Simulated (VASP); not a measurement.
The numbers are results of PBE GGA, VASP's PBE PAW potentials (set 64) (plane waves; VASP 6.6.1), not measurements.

A VASP calculation is set up with these files.

**INCAR**
```
LWAVE = T
ISIF = 2   # forces and stress, cell fixed
NELM = 100
IBRION = 2
SYSTEM = Al31As32Si
ISYM = 0
ISMEAR = 0
ALGO = Fast   # Davidson, then RMM-DIIS
EDIFF = 1E-5
NSW = 60
LREAL = Auto
SIGMA = 0.05
EDIFFG = -0.03   # ionic stop
ENCUT = 400   # plane-wave cut-off (eV)
LASPH = T
NELECT = 256.0
GGA = PE   # PBE
PREC = Normal
NELMIN = 4
LMAXMIX = 4   # l cut-off of mixed one-centre charges
LCHARG = F
```

**POSCAR**
```
Al31As32Si
1
   11.4648462108     0.0000000000     0.0000000000
    0.0000000000    11.4648462108    -0.0000000000
   -0.0000000000    -0.0000000000    11.4648462108
Al As Si
31 32 1
Direct
  0.5000000000   0.0000000000   0.0000000000
  0.7500000000   0.2500000000   0.0000000000
  0.7500000000   0.0000000000   0.2500000000
  0.0000000000   0.0000000000   0.0000000000
  0.2500000000   0.2500000000   0.0000000000
  0.5000000000   0.5000000000   0.0000000000
  0.7500000000   0.7500000000   0.0000000000
  0.2500000000   0.0000000000   0.2500000000
  0.5000000000   0.2500000000   0.2500000000
  0.7500000000   0.5000000000   0.2500000000
  0.5000000000   0.0000000000   0.5000000000
  0.7500000000   0.2500000000   0.5000000000
  0.7500000000   0.0000000000   0.7500000000
  0.0000000000   0.5000000000   0.0000000000
  0.2500000000   0.7500000000   0.0000000000
  0.0000000000   0.2500000000   0.2500000000
  0.2500000000   0.5000000000   0.2500000000
  0.5000000000   0.7500000000   0.2500000000
  0.0000000000   0.0000000000   0.5000000000
  0.2500000000   0.2500000000   0.5000000000
  0.7500000000   0.7500000000   0.5000000000
  0.2500000000   0.0000000000   0.7500000000
  0.5000000000   0.2500000000   0.7500000000
  0.7500000000   0.5000000000   0.7500000000
  0.0000000000   0.7500000000   0.2500000000
  0.0000000000   0.5000000000   0.5000000000
  0.2500000000   0.7500000000   0.5000000000
  0.0000000000   0.2500000000   0.7500000000
  0.2500000000   0.5000000000   0.7500000000
  0.5000000000   0.7500000000   0.7500000000
  0.0000000000   0.7500000000   0.7500000000
  0.6250000000   0.1250000000   0.1250000000
  0.8750000000   0.3750000000   0.1250000000
  0.8750000000   0.1250000000   0.3750000000
  0.1250000000   0.1250000000   0.1250000000
  0.3750000000   0.3750000000   0.1250000000
  0.6250000000   0.6250000000   0.1250000000
  0.8750000000   0.8750000000   0.1250000000
  0.3750000000   0.1250000000   0.3750000000
  0.6254120000   0.3791280000   0.3785100000
  0.8750000000   0.6250000000   0.3750000000
  0.6250000000   0.1250000000   0.6250000000
  0.8750000000   0.3750000000   0.6250000000
  0.8750000000   0.1250000000   0.8750000000
  0.1250000000   0.6250000000   0.1250000000
  0.3750000000   0.8750000000   0.1250000000
  0.1250000000   0.3750000000   0.3750000000
  0.3759340000   0.6266860000   0.3753560000
  0.6250000000   0.8750000000   0.3750000000
  0.1250000000   0.1250000000   0.6250000000
  0.3760720000   0.3791380000   0.6264630000
  0.6228980000   0.6213820000   0.6265360000
  0.8750000000   0.8750000000   0.6250000000
  0.3750000000   0.1250000000   0.8750000000
  0.6250000000   0.3750000000   0.8750000000
  0.8750000000   0.6250000000   0.8750000000
  0.1250000000   0.8750000000   0.3750000000
  0.1250000000   0.6250000000   0.6250000000
  0.3750000000   0.8750000000   0.6250000000
  0.1250000000   0.3750000000   0.8750000000
  0.3750000000   0.6250000000   0.8750000000
  0.6250000000   0.8750000000   0.8750000000
  0.1250000000   0.8750000000   0.8750000000
  0.4995310000   0.4975660000   0.5034070000
```

**KPOINTS**
```
Automatic mesh
0
Gamma
1 1 1
0 0 0
```

POTCAR, in this order: Al As Si (PBE.64 set). Program: vasp_gam.

The cell is charged, with a uniform compensating background. The supercell is sampled at Γ alone, which is coarse: total energies, pressure and levels can be off, energies of defects by several tenths of an eV.

Task: Estimate the energy per atom (σ→0).

Result: 
energy per atom (σ→0): -454.4 kJ/mol of atoms

File OSZICAR:
```
...
   7 F= -.30142612E+03 E0= -.30142612E+03  d E =-.479827E-02
       N       E                     dE             d eps       ncg     rms          rms(c)
DAV:   1    -0.301427083648E+03   -0.97501E-03   -0.56142E-02   340   0.473E-01    0.778E-02
RMM:   2    -0.301427319952E+03   -0.23630E-03   -0.31288E-03   322   0.106E-01    0.293E-02
RMM:   3    -0.301427362755E+03   -0.42804E-04   -0.57529E-04   325   0.486E-02    0.209E-02
RMM:   4    -0.301427369884E+03   -0.71285E-05   -0.10762E-04   326   0.220E-02    0.103E-02
RMM:   5    -0.301427372336E+03   -0.24520E-05   -0.24345E-05   208   0.115E-02
   8 F= -.30142737E+03 E0= -.30142737E+03  d E =-.125678E-02
```

The cell is a supercell with a defect, built from AlAs (zinc blende): Si_Al, charge +1. The run is not spin-polarised, so no state with unpaired spins was tried.
